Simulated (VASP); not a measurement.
## Rb3Tl: single point with LDA

The system is Rb3Tl.

```
Rb Tl
1.0
     0.00000    4.91232    4.91232
     4.91232    0.00000    4.91232
     4.91232    4.91232    0.00000
Rb Tl
3 1
Direct
  0.25000 0.25000 0.25000
  0.75000 0.75000 0.75000
  0.50000 0.50000 0.50000
  0.00000 0.00000 0.00000
```

The cell comes from a database or a generator and needn't be the stable form of this composition.

```json
{"Program": "VASP 6.6.1", "Task": "single point", "Functional": "LDA", "Potentials or basis": "VASP PAW LDA potentials, release 64 (Rb_sv, Tl_d)", "Cutoff": "520 eV", "k mesh": "5 × 5 × 5", "Occupations": "fermi-dirac, width 0.2 eV", "Spin": "no spin polarisation", "Dipole correction": "no", "Further INCAR settings": "ALGO = Normal; EDIFF = 1e-07; NBANDS = 28"}
```

- Pressure: -0.9 GPa
- Band gap on the k mesh: none (metal or under the smearing width)

Levels at points of the mesh, in eV from the Fermi level:
| k point | band 17 | band 18 | band 19 | band 20 | band 21 | band 22 |
| --- | --- | --- | --- | --- | --- | --- |
| (0.00, 0.00, 0.00) | -11.43 | -6.08 | -0.68 | 0.26 | 0.26 | 0.26 |

It took 68 s on 1 thread of Intel(R) Xeon(R) Platinum 8488C (Sapphire Rapids) (shared host), peak memory 0.32 GiB.

Spin-orbit coupling is left out, which matters for the levels of Tl.
